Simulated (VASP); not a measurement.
A run of VASP 6.6.1:

INCAR

```
ALGO = Normal
EDIFF = 1E-7
ENCUT = 520
GGA = PE
ISIF = 2
ISMEAR = 0
LASPH = T
LCHARG = F
LREAL = F
LWAVE = F
NELM = 100
PREC = Accurate
SIGMA = 0.01
```

KPOINTS

```
k-points
0
Gamma
  1 1 1
```

The input POSCAR:

```
GeH3CCl
1.0
   12.0000000000      0.0000000000      0.0000000000
    0.0000000000     13.0000000000      0.0000000000
    0.0000000000      0.0000000000     11.0000000000
C Ge Cl H
1 1 1 3
Direct
    0.4568770000      0.5638410000      0.5005730000
    0.6069990000      0.5301810000      0.5731080000
    0.5807250000      0.3650370000      0.5860010000
    0.4501600000      0.6405090000      0.4824340000
    0.3971600000      0.5356910000      0.5612200000
    0.4512210000      0.5165910000      0.4187320000
```

Potentials or basis: VASP PAW PBE potentials, release 64 (C, Ge_d, Cl, H).

Command:

```console
$ cat potpaw_PBE.64/C/POTCAR potpaw_PBE.64/Ge_d/POTCAR potpaw_PBE.64/Cl/POTCAR potpaw_PBE.64/H/POTCAR > POTCAR
$ mpirun -np 1 vasp_gam > vasp.out
```

Hardware: 1 thread of Intel(R) Xeon(R) Platinum 8488C (Sapphire Rapids), on a shared host.

Task: Estimate the wall time of this run.

Result: Wall time 2.2 min on 1 thread of Intel(R) Xeon(R) Platinum 8488C (Sapphire Rapids) (shared host), peak memory 1.3 GiB. Counts: scf iterations 26, k points 1.
